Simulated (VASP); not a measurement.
Input:

```
Ni
1.0
    0.00000     1.67296     1.67296
    1.67296     0.00000     1.67296
    1.67296     1.67296     0.00000
Ni
1
Direct
  0.00000   0.00000   0.00000
```
Starting moments (μB, in the order of the record's atoms Ni): 0.6.

These are LDA (Ceperley-Alder, Perdew-Zunger), VASP's LDA PAW potentials (set 64) (plane waves; VASP 6.6.1) values and carry that method's errors. Run with 500 eV cut-off, 19×19×19 Γ-centred mesh, first-order Methfessel-Paxton smearing of 0.10 eV, potentials Ni.

Energy and stress use the plane-wave basis of the starting cell.

**Question.** The ions, cell shape and volume at an external pressure of 30.0 GPa are relaxed. Give the cell that the relaxation ends in.

**Answer.** 
```
Ni
1.0
    0.00000     1.65826     1.65826
    1.65826     0.00000     1.65826
    1.65826     1.65826     0.00000
Ni
1
Direct
  0.00000   0.00000   0.00000
```
Space group Fm-3m (225), at a tolerance of 0.03 Å. The cell ends with 0.53 μB, on the sites 0.52 μB.

**Question.** How do energy and volume change from the first to the last step?

**Answer.** The energy (σ→0) changes by +37.9 meV/atom and the volume by -2.6 %, in 3 ionic steps.

The compound is Ni in the fcc structure. This run relaxes it under an external pressure of 30 GPa. Symmetry was kept, so distortions that lower it aren't found.
